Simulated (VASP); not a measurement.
Wanted: the native input for a VASP 6.6.1 run.

```yaml
Task: relaxation of the atoms
Functional: PBE
Dispersion: D3(BJ)
Potentials_or_basis: VASP PAW PBE potentials, release 64 (Si, H, Zn, C)
Cutoff: 400 eV
k_mesh: 1 × 1 × 1
Occupations: gaussian, width 0.05 eV
Spin: no spin polarisation
Atoms_held_fixed_from_0: "[24, 25, 26, 27, 28, 29, 30, 31, 32, 33, 34, 35, 36, 37, 38, 39, 40, 41, 42, 43, 44, 45, 46, 47]"
Further_INCAR_settings: LREAL = Auto; ALGO = Normal; EDIFF = 1e-06; ISYM = 0; IBRION = 2; EDIFFG = -0.03; NSW = 120
```

The structure of ZnSi32H26C4 lies in POSCAR:

```
ZnSi32H26C4
1.0
    7.6805938572      7.6805938572      0.0000000000
   -7.6805938572      7.6805938572      0.0000000000
    0.0000000000      0.0000000000     20.7121500000
Si H Zn C
32 26 1 4
Selective dynamics
Direct
    0.7005149941      0.2994850059      0.3404837257  T T T
    0.7994850059      0.7005149941      0.3404837257  T T T
    0.0494850059      0.9505149941      0.3564164029  T T T
    0.2994850059      0.2005149941      0.3404837257  T T T
    0.9505149941      0.5494850059      0.3723490801  T T T
    0.2005149941      0.7994850059      0.3564164029  T T T
    0.4505149941      0.0494850059      0.3723490801  T T T
    0.5494850059      0.4505149941      0.3723490801  T T T
    0.8750000000      0.3750000000      0.2956911764  T T T
    0.8750000000      0.8750000000      0.2956911764  T T T
    0.1250000000      0.1250000000      0.2956911764  T T T
    0.3750000000      0.3750000000      0.2956911764  T T T
    0.1250000000      0.6250000000      0.2956911764  T T T
    0.3750000000      0.8750000000      0.2956911764  T T T
    0.6250000000      0.1250000000      0.2956911764  T T T
    0.6250000000      0.6250000000      0.2956911764  T T T
    0.0000000000      0.2500000000      0.2301378659  T T T
    0.0000000000      0.7500000000      0.2301378659  T T T
    0.2500000000      0.0000000000      0.2301378659  T T T
    0.5000000000      0.2500000000      0.2301378659  T T T
    0.2500000000      0.5000000000      0.2301378659  T T T
    0.5000000000      0.7500000000      0.2301378659  T T T
    0.7500000000      0.0000000000      0.2301378659  T T T
    0.7500000000      0.5000000000      0.2301378659  T T T
    0.8750000000      0.1250000000      0.1645845554  F F F
    0.8750000000      0.6250000000      0.1645845554  F F F
    0.1250000000      0.8750000000      0.1645845554  F F F
    0.3750000000      0.1250000000      0.1645845554  F F F
    0.1250000000      0.3750000000      0.1645845554  F F F
    0.3750000000      0.6250000000      0.1645845554  F F F
    0.6250000000      0.8750000000      0.1645845554  F F F
    0.6250000000      0.3750000000      0.1645845554  F F F
    0.9516281893      0.0483718107      0.1207021000  F F F
    0.7983718107      0.2016281893      0.1207021000  F F F
    0.9516281893      0.5483718107      0.1207021000  F F F
    0.7983718107      0.7016281893      0.1207021000  F F F
    0.2016281893      0.7983718107      0.1207021000  F F F
    0.0483718107      0.9516281893      0.1207021000  F F F
    0.4516281893      0.0483718107      0.1207021000  F F F
    0.2983718107      0.2016281893      0.1207021000  F F F
    0.2016281893      0.2983718107      0.1207021000  F F F
    0.0483718107      0.4516281893      0.1207021000  F F F
    0.4516281893      0.5483718107      0.1207021000  F F F
    0.2983718107      0.7016281893      0.1207021000  F F F
    0.7016281893      0.7983718107      0.1207021000  F F F
    0.5483718107      0.9516281893      0.1207021000  F F F
    0.7016281893      0.2983718107      0.1207021000  F F F
    0.5483718107      0.4516281893      0.1207021000  F F F
    0.3470450415      0.7642001134      0.5802777200  T T T
    0.2394845450      0.6460533014      0.5788570737  T T T
    0.1782210599      0.9202992059      0.5688920209  T T T
    0.0687730814      0.8001172545      0.5674182444  T T T
    0.1581159093      0.8256077925      0.6371028230  T T T
    0.9610273438      0.9146157577      0.4631033746  T T T
    0.0912712354      0.0111324290      0.4677613604  T T T
    0.8988592073      0.1301993039      0.4907831734  T T T
    0.8393007593      0.0873490942      0.4148327047  T T T
    0.9695434079      0.1838664025      0.4194895461  T T T
    0.2534421546      0.7465578454      0.4618400454  T T T
    0.2590706395      0.7371442038      0.5592909500  T T T
    0.1602605269      0.8260038050      0.5843919826  T T T
    0.0070069844      0.9929930156      0.4410267941  T T T
    0.9235685239      0.1054917300      0.4415658967  T T T
```

The cell was built by a generator and needn't be a form met in nature.

The input as run:

INCAR

```
ALGO     = Normal         # electronic algorithm
EDIFF    = 1E-6           # SCF threshold, eV
EDIFFG   = -0.03          # ionic threshold
ENCUT    = 400            # plane-wave cutoff, eV
GGA      = PE             # functional
IBRION   = 2              # ionic algorithm
ISIF     = 2              # what is computed and relaxed
ISMEAR   = 0              # smearing method
ISYM     = 0            
IVDW     = 12             # dispersion correction
LASPH    = True           # aspherical terms in the spheres
LCHARG   = False          # write CHGCAR
LREAL    = Auto         
LWAVE    = False          # write WAVECAR
NELM     = 100            # most SCF steps
NSW      = 120            # ionic steps
PREC     = Accurate       # precision mode
SIGMA    = 0.05           # smearing width, eV
```

KPOINTS

```
k-points
0
Gamma
  1 1 1
```

Potentials or basis: VASP PAW PBE potentials, release 64 (Si, H, Zn, C).

The run is started by

```console
$ cat potpaw_PBE.64/Si/POTCAR potpaw_PBE.64/H/POTCAR potpaw_PBE.64/Zn/POTCAR potpaw_PBE.64/C/POTCAR > POTCAR
$ mpirun -np 8 vasp_gam > vasp.out
```

It gave:

```json
{"Energy gained by relaxing": "28.5 meV/atom", "Ionic steps": "54", "Band gap on the k mesh": "0.43 eV, direct", "Dispersion energy per atom": "-0.132 eV"}
```

Run time: 13 min on 8 MPI ranks on AMD EPYC 9R45 96-Core Processor (Zen 5), with other jobs on the host, peak memory 0.43 GiB a rank.
